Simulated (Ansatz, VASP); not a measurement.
**BP: VASP beside Ansatz**

Aim: how closely do two programs agree when they are given the same cell, functional and k mesh? The cell is taken from a series of runs on this material, whose earlier steps may have relaxed, scaled, displaced or heated it; both programs get it as it stands.

Calculated with Ansatz 0.2.0; plane waves, with VASP 6.6.1 beside it; zone-centre phonons at LDA.

## Step 1: Starting point

The structure is cubic, space group F-43m (No. 216). The conventional cell has a = 4.520 Å, b = 4.520 Å, c = 4.520 Å, α = 90.00°, β = 90.00°, γ = 90.00°. Nearest to B lie 4 P at 1.96 Å. P has 4 B at 1.96 Å nearest. Farther neighbours are not listed.

## Step 2: Ansatz: zone-centre phonons, LDA, pair 1

Ansatz runs on its PAW soft_1 files.

Second derivatives magnify differences that forces hide, and they need a tight electronic threshold.

Contents of input.yaml:

```yaml
crystal:
  lattice:
    - [0.0, 2.2601611153, 2.2601611153]
    - [2.2601611153, 0.0, 2.2601611153]
    - [2.2601611153, 2.2601611153, 0.0]
  atoms:
    - { symbol: B, position: [0.0, 0.0, 0.0] }
    - { symbol: P, position: [0.75, 0.75, 0.75] }
kpoints:
  mp_grid: { grid: [12, 12, 12] }
hamiltonian:
  xc: lda
  pseudopotentials: { kind: paw, azcp: { folder: soft_1 }, xc_functional: pbe }
scf:
  occupations: { method: fixed }
output:
  eigenvalues: true
phonons:
  method: dfpt
  dielectric: true
  rigid_motions: translations
```

Launch:

```
ansatz run input.yaml --threads 4 --pin off --max-ram 10240MiB --backend cpu --events-out ev --progress --plain --runs-dir out
```

Numbers of over 12 decimals in the logs are rounded to 6 here.

What it wrote:

```text
Engine: ansatz 0.2.0, aarch64-unknown-linux-gnu
Pseudopotentials: kind: paw
Pseudopotential: B, paw, valence charge 3, recommended cutoff 420 eV (normal), soft_1/B.paw.azcp
Pseudopotential: P, paw, valence charge 5, recommended cutoff 420 eV (normal), soft_1/P.paw.azcp
Functional definition: SPW92
  exchange = slater_x
  correlation = pw_c
Crystal: 2 atoms, lattice volume = 23.091 Å³
Basis set: ecut = 420 eV, 459 PW (Γ), exchange–correlation on 48×48×48 points (8 copies of the dense FFT grid, shifted against one another)
Bands: 8, of which v1, the nominal top of the filled ones, is band 4 counted from 1 (3 counted from 0)
Symmetry: 24 space group operations
k-points: 280 of 1728 (irreducible under 4 space group operations, time reversal used)
Non-local potential: B, projectors of the file, l = 0: 2, l = 1: 2, l = 2: 1
Non-local potential: P, projectors of the file, l = 0: 2, l = 1: 2, l = 2: 1
PAW form: soft (Blöchl's): semilocal exchange-correlation on the pseudo side does not see the compensation charge
PAW frozen core: B, regenerated for the run's functional, and the local potential with it (the file was generated under x = pbe(κ = 0.804, μ = 0.219515), c = pbe(β = 0.066725))
PAW frozen core: P, regenerated for the run's functional, and the local potential with it (the file was generated under x = pbe(κ = 0.804, μ = 0.219515), c = pbe(β = 0.066725))
PAW one-centre angular grid: B, 110 points (default); XC on 64 Gauss nodes
PAW one-centre angular grid: P, 110 points (default); XC on 64 Gauss nodes
Initial density: superposition of atomic densities (chi_scale 0.1, normalization cell, long waves kept (reshape's long-wave potential 0.00 eV rms))
Initial wavefunctions: pseudopotential atomic-orbital guess
Functional: x = slater, c = lda
SCF iter   1: F=—  HF=-877.434824 eV  |F-HF|=—  |Δ(HF+E_count)|=         —  Δρ=9.31e-2  dr2=2.25e0  ethr=3.10e-3  ⟨swp⟩=5.1  Hψ=16391  notcnv=0  defer=533
preconditioner: auto → none  [insulator: Δε(μ)=1.998 eV  Ē_g=12.969 eV  n_scr=0 (ndim 8)  ℏωp=21.9 eV  f_vac=0.000  ε∞_Penn≈3.8]
SCF iter   2: F=—  HF=-876.688677 eV  |F-HF|=—  |Δ(HF+E_count)|=   7.46e-1  Δρ=2.96e-2  dr2=1.56e-1  ethr=3.10e-3  ⟨swp⟩=2.3  Hψ=6224  notcnv=0  defer=483
SCF iter   3: F=—  HF=-876.638096 eV  |F-HF|=—  |Δ(HF+E_count)|=   5.06e-2  Δρ=1.13e-2  dr2=1.85e-2  ethr=1.95e-3  ⟨swp⟩=3.0  Hψ=3953  notcnv=0  defer=527
SCF iter   4: F=—  HF=-876.632659 eV  |F-HF|=—  |Δ(HF+E_count)|=   5.44e-3  Δρ=1.56e-3  dr2=2.66e-4  ethr=2.31e-4  ⟨swp⟩=3.0  Hψ=3927  notcnv=0  defer=541
SCF iter   5: F=—  HF=-876.632605 eV  |F-HF|=—  |Δ(HF+E_count)|=   5.39e-5  Δρ=6.15e-5  dr2=3.37e-7  ethr=3.32e-6  ⟨swp⟩=3.0  Hψ=3516  notcnv=0  defer=541
SCF iter   6: F=—  HF=-876.632605 eV  |F-HF|=—  |Δ(HF+E_count)|=   3.43e-8  Δρ=1.19e-5  dr2=1.55e-8  ethr=4.21e-9  ⟨swp⟩=2.7  Hψ=3352  notcnv=0  defer=517
SCF iter   7: F=—  HF=-876.632605 eV  |F-HF|=—  |Δ(HF+E_count)|=   2.50e-9  Δρ=5.94e-7  dr2=1.08e-10  ethr=1.93e-10  ⟨swp⟩=2.0  Hψ=3356  notcnv=0  defer=517
SCF iter   8: F=-876.632605 eV  HF=-876.632605 eV  |F-HF|=1.14e-13  |Δ(HF+E_count)|=  5.09e-11  Δρ=1.72e-8  dr2=8.07e-14  ethr=1.25e-12  ⟨swp⟩=9.4  Hψ=16515  notcnv=0
SCF 1 converged in 8 iterations: F = -876.632605 eV  dr2 = 8.07e-14
  greatest PAW one-centre occupation: 0.762 electrons in one spin orbital (limit 2), on the P atom at site 1 (counted from 0), in its partial waves of l = 0
NSCF: frozen V_eff on 1 k-points
DFPT response loops at Γ: preconditioner auto → none (the input reference at scf.mixing.eps_inf says where Resta's filter doesn't serve); β = 0.50; Broyden in place of MSR1
── the response to a field inside a basis, on 12×12×12 k-points: an SCF that follows is theirs, and a resumed run solves both again ──
Bands: 5, of which v1, the nominal top of the filled ones, is band 4 counted from 1 (3 counted from 0)
k-points: 182 of 1728 (irreducible under 6 space group operations, time reversal used)
Initial density: handed on by an earlier stage of this run
Initial wavefunctions: pseudopotential atomic-orbital guess (no wavefunctions were taken with the density)
Eigensolver: Dense (182 Hₖ)
SCF iter   1: F=—  HF=-876.632800 eV  |F-HF|=—  |Δ(HF+E_count)|=         —  Δρ=1.23e-4  dr2=4.18e-7  ethr=1.00e-1
preconditioner: auto → none  [insulator: Δε(μ)=1.338 eV  Ē_g=9.856 eV  n_scr=0 (ndim 8)  ℏωp=21.9 eV  f_vac=0.000  ε∞_Penn≈5.9]
SCF iter   2: F=—  HF=-876.632801 eV  |F-HF|=—  |Δ(HF+E_count)|=   5.00e-7  Δρ=6.18e-5  dr2=1.07e-7  ethr=5.23e-9
SCF iter   3: F=-876.632801 eV  HF=-876.632801 eV  |F-HF|=3.30e-9  |Δ(HF+E_count)|=   1.73e-7  Δρ=3.73e-6  dr2=4.23e-9  ethr=1.33e-9
SCF 1 converged in 3 iterations: F = -876.632801 eV  dr2 = 4.23e-9
DFPT response loops at Γ: mixed as the last ones told, above
SCF converged after 8 iterations
Free energy (F): -876.632605 eV
Harris-Foulkes:  -876.632605 eV  (|F-HF|=1.14e-13)
Internal energy: -876.632605 eV  (E = F + TS)
E sigma→0 (E₀):  -876.632605 eV
Fermi energy:    9.193551 eV
--- Per-component energies (eV) ---
  E_band       = 21.490877
  E_kinetic    = 121.394279
  E_local      = -62.596865  (includes V_loc(G=0)·N_el)
  E_nonlocal   = 41.674719
  E_hartree    = 16.925930
  E_xc         = -106.217768
  E_vxc        = -101.570795  (∫ρ·V_xc dr)
  E_paw        = -601.368095  (= ΣΔE_a)
  E_vpaw       = -11.262326  (= ΣTr[D̂ρ^β])
  E_aug_tail   = 0.000008  (compensation charges beyond the density's cutoff)
  E_ewald      = -286.607999
  E_core_change = 0.163186  (= ΣΔE_core)
  E_smearing   = -0.000000  (= −TS)
  E_closure    = 0.000000  (closes the sum)
  Σ components = -876.632605   (vs F -876.632605, Δ=0.00e0)
--- Band table (eV; the first three rows and the last of 280) ---
  k-point 0: bands = ["-6.3044", "9.1936", "9.1936", "9.1936", "12.5871", "12.5871", "12.5871", "16.7141"]
  k-point 1: bands = ["-6.1781", "8.2355", "8.9788", "8.9788", "12.8833", "12.8833", "12.9366", "17.0674"]
  k-point 2: bands = ["-5.8026", "6.3563", "8.5259", "8.5259", "13.2149", "13.4914", "13.4914", "17.9264"]
  k-point 279: bands = ["-1.1280", "1.2103", "3.4388", "3.6377", "14.4235", "15.8733", "16.4129", "16.6980"]
--- Phonons (Γ-DFPT): 2 representative perturbations + reference, on 280 of 1728 k-points (Σ response iterations 5) ---
  k mesh reduced under 4 symmetry operations, with k and −k counted as one. Each operation leaves every solved perturbation unchanged. A smaller set is not considered because the run solves the response to a homogeneous field
  ASR residual: 9.526e-6 → 0.000e0 eV/Å²; symmetrization residual: 5.732e-8 eV/Å²
  ASR residual per site (eV/Å²): 9.53e-6 6.87e-6
  Γ frequencies (cm⁻¹): 0.00 0.00 0.00 804.62 804.62 804.62
  ε∞ (high-frequency dielectric tensor):
        9.193633     0.000000     0.000000
        0.000000     9.193633     0.000000
        0.000000     0.000000     9.193633
  ε⁰ (static dielectric tensor: ions relaxed, cell fixed):
        9.329947     0.000000     0.000000
        0.000000     9.329947     0.000000
        0.000000     0.000000     9.329947
  ε⁰ − ε∞ (ionic part):
        0.136314    -0.000000    -0.000000
       -0.000000     0.136314     0.000000
       -0.000000     0.000000     0.136314
  softest optical mode at Γ: 804.62 cm⁻¹; the repairs (sum rule, projections) moved no ω² at Γ by more than (0.50 cm⁻¹)²
  Born effective charges Z* (e; rows j = field, columns β = displacement):
    site 0:
        -0.57608    0.00000    0.00000
        -0.00000   -0.57608   -0.00000
        -0.00000   -0.00000   -0.57608
    site 1:
         0.57608   -0.00000   -0.00000
         0.00000    0.57608    0.00000
         0.00000    0.00000    0.57608
  Z* charge neutrality: 4.265e-5 e pre-enforcement
  solved inside a basis spanned on kpoints, on 12×12×12 k-points, its susceptibility summed on 16×16×16: ε∞ is read to err by 2.5e-2, Z* by 5.5e-3 e (field_mesh: kpoints solves on kpoints); Z* is corrected for what the basis lacks
  optical modes at Γ without the LO–TO term, one row a degenerate level:
      ω (cm⁻¹)  modes    IR ((D/Å)²/amu)
        804.62      3             2.8664
  optical modes at Γ + LO–TO along q̂ = [1.0000, 0.0000, 0.0000]:
      ω (cm⁻¹)  modes    IR ((D/Å)²/amu)
        804.62      2             1.9109
        810.56      1             0.9555
  optical modes at Γ + LO–TO along q̂ = [0.0000, 1.0000, 0.0000]:
      ω (cm⁻¹)  modes    IR ((D/Å)²/amu)
        804.62      2             1.9109
        810.56      1             0.9555
  optical modes at Γ + LO–TO along q̂ = [0.0000, 0.0000, 1.0000]:
      ω (cm⁻¹)  modes    IR ((D/Å)²/amu)
        804.62      2             1.9109
        810.56      1             0.9555
```

[end of part 1 of 3]

[Lines on the potential files, build, host, timing and source positions are cut from VASP's logs without a mark.]

[Logs are printed without paths, hosts, clocks, repeated set-up lines and the standing remarks that a program may print on its own settings, such as how far it seeks lower states.]

[Hosts, paths, dates, database ids (printed as entryN), source tags and the programs' standing remarks are cut or masked in the printed files.]
